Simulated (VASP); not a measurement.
Consider the following.

```yaml
crystal:
  lattice:
    - [2.20826, -3.82482, 0.00000]
    - [2.20826, 3.82482, 0.00000]
    - [0.00000, 0.00000, 7.19846]
  atoms:
    - { symbol: Cd, position: [0.66667, 0.33333, 0.49999] }
    - { symbol: Cd, position: [0.33333, 0.66667, 0.99999] }
    - { symbol: Se, position: [0.66667, 0.33333, 0.87601] }
    - { symbol: Se, position: [0.33333, 0.66667, 0.37601] }
```

Method: r2SCAN+rVV10, VASP's PBE PAW potentials (set 64) (plane waves; VASP). Run with 520 eV cut-off, 6×6×3 Γ-centred mesh, Gaussian smearing of 0.050 eV, potentials Cd Se.

Problem. Give the stress tensor in GPa (positive for a compressed cell).

Solution. 
```
-2.83   0.00   0.00
 0.00  -2.83   0.00
 0.00   0.00  -2.82
```
The pressure is its mean diagonal, -2.83 GPa.

The compound is CdSe in the wurtzite structure. This cell is one point of a volume scan, at 1.06 of the reference volume.
